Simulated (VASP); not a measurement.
Here is the system:

```
CELL_PARAMETERS angstrom
      0.00000     2.78896     2.78896
      2.78896     0.00000     2.78896
      2.78896     2.78896     0.00000
ATOMIC_POSITIONS crystal
  K  0.00000 0.00000 0.00000
  F  0.50000 0.50000 0.50000
```

Method: RPBE GGA, VASP's PBE PAW potentials (set 64) (plane waves; VASP). Numerical set-up: 520 eV cut-off, 9×9×9 Γ-centred mesh, tetrahedra with Blöchl corrections, potentials K_sv F.

Problem. Tabulate the total density of states (states/eV per cell) against energy (eV; zero at the valence-band maximum or, without a gap, the Fermi level).

Solution. 
```
E (eV)  DOS (states/eV)
------  ---------------
-9.96              5.46
-9.72              0.00
-9.48              0.00
-9.24              0.00
-9.00              0.00
-8.76              0.00
-8.52              0.00
-8.28              0.00
-8.04              0.00
-7.80              0.00
-7.56              0.00
-7.32              0.00
-7.08              0.00
-6.84              0.00
-6.60              0.00
-6.36              0.00
-6.12              0.00
-5.88              0.00
-5.64              0.00
-5.40              0.00
-5.04              0.00
-4.80              0.00
-4.56              0.00
-4.32              0.00
-4.08              0.00
-3.84              0.00
-3.60              0.00
-3.36              0.00
-3.12              0.00
-2.88              0.00
-2.64              0.00
-2.40              0.00
-2.16              0.00
-1.92              0.00
-1.68              0.00
-1.44              0.00
-1.20              0.00
-0.96              0.00
-0.72              0.00
-0.48              5.60
-0.24              14.7
0.00               2.24
0.24               0.00
0.48               0.00
0.72               0.00
0.96               0.00
1.20               0.00
1.44               0.00
1.68               0.00
1.92               0.00
2.16               0.00
2.40               0.00
2.64               0.00
2.88               0.00
3.12               0.00
3.36               0.00
3.60               0.00
3.84               0.00
4.08               0.00
4.32               0.00
4.68               0.00
4.92               0.00
5.16               0.00
5.40               0.00
5.64               0.00
5.88               0.00
6.12               0.06
6.36               0.10
6.60               0.13
6.84               0.17
7.08               0.20
7.32               0.24
7.56               0.29
7.80               0.35
8.04               0.42
8.28               0.55
8.52               1.25
8.76               1.87
9.00               2.78
9.24               1.42
```
Within 2 eV below the valence-band maximum the largest weight inside VASP's projection spheres is F p.

The compound is KF in the rock salt structure. It was relaxed first, which changed the volume by +13 %.
